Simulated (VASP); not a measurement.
These are PBE GGA, VASP's PBE PAW potentials (set 64) (plane waves; VASP 6.6.1) values and carry that method's errors.

A VASP calculation is set up with these files.

### INCAR
```
ISMEAR = 0
GGA = PE
LCHARG = .FALSE.
SIGMA = 0.05   ! width (eV)
EDIFF = 1E-6   ! SCF stop (eV)
PREC = Accurate
NELM = 100   ! most electronic steps
ENCUT = 200   ! plane-wave cut-off (eV)
LREAL = .FALSE.
SYSTEM = PbTe
LASPH = .TRUE.
LMAXMIX = 4
ISIF = 2   ! forces and stress, cell fixed
LWAVE = .FALSE.
ALGO = Normal   ! blocked Davidson
```

KPOINTS:
```
Automatic mesh
0
Gamma
6 6 6
0 0 0
```

**POSCAR**
```
PbTe
1
    0.0000000000     3.2946000000     3.2946000000
    3.2946000000     0.0000000000     3.2946000000
    3.2946000000     3.2946000000     0.0000000000
Te Pb
1 1
Direct
  0.5000000000   0.5000000000   0.5000000000
  0.0000000000   0.0000000000   0.0000000000
```

POTCAR, in this order: Te Pb_d (PBE.64 set). Program: vasp_std.

The resulting files:

### OSZICAR
```
       N       E                     dE             d eps       ncg     rms          rms(c)
DAV:   1     0.902481017944E+02    0.90248E+02   -0.59407E+03   496   0.612E+02
DAV:   2    -0.399847197790E+01   -0.94247E+02   -0.92841E+02   550   0.230E+02
DAV:   3    -0.750681804408E+01   -0.35083E+01   -0.35056E+01   532   0.470E+01
DAV:   4    -0.754320688448E+01   -0.36389E-01   -0.36387E-01   542   0.593E+00
DAV:   5    -0.754388356997E+01   -0.67669E-03   -0.67668E-03   538   0.626E-01    0.325E+00
DAV:   6    -0.739469251868E+01    0.14919E+00   -0.39046E-01   478   0.450E+00    0.199E+00
DAV:   7    -0.739467267577E+01    0.19843E-04   -0.10294E-01   532   0.186E+00    0.103E+00
DAV:   8    -0.739757990219E+01   -0.29072E-02   -0.10466E-02   460   0.940E-01    0.123E-01
DAV:   9    -0.739745332533E+01    0.12658E-03   -0.10201E-03   526   0.279E-01    0.511E-02
DAV:  10    -0.739752805125E+01   -0.74726E-04   -0.14230E-04   472   0.823E-02    0.226E-02
DAV:  11    -0.739753262932E+01   -0.45781E-05   -0.17633E-05   522   0.333E-02    0.490E-03
DAV:  12    -0.739753317906E+01   -0.54974E-06   -0.88913E-07   412   0.534E-03
   1 F= -.73975332E+01 E0= -.73975332E+01  d E =-.573720E-12
```

OUTCAR:
```
------------------------ aborting loop because EDIFF is reached ----------------------------------------
  FORCE on cell =-STRESS in cart. coord.  units (eV):
  Direction    XX          YY          ZZ          XY          YZ          ZX
  --------------------------------------------------------------------------------------
  Total       -4.5052337     -4.5052337     -4.5052337      0.0000000      0.0000000      0.0000000
  in kB     -100.9229242   -100.9229242   -100.9229242      0.0000000      0.0000000      0.0000000
  external PRESSURE =    -100.9229242 kB  Pullay stress =       0.0000000 kB
  volume of cell :       71.52
      direct lattice vectors                 reciprocal lattice vectors
     0.000000000  3.294600000  3.294600000    -0.151763492  0.151763492  0.151763492
     3.294600000  0.000000000  3.294600000     0.151763492 -0.151763492  0.151763492
     3.294600000  3.294600000  0.000000000     0.151763492  0.151763492 -0.151763492
  FREE ENERGIE OF THE ION-ELECTRON SYSTEM (eV)
  ---------------------------------------------------
  free  energy   TOTEN  =        -7.3975331791 eV

  energy  without entropy=       -7.3975331791  energy(sigma->0) =       -7.39753318
```
(Selected blocks of OUTCAR.)

At this cut-off the stress carries a Pulay error, which pulls relaxed volumes low.

The compound is PbTe in the rock salt structure. The cell was not relaxed at this level. The run is one of a series of settings (ENCUT = 200 against the base run), some of them coarse on purpose.
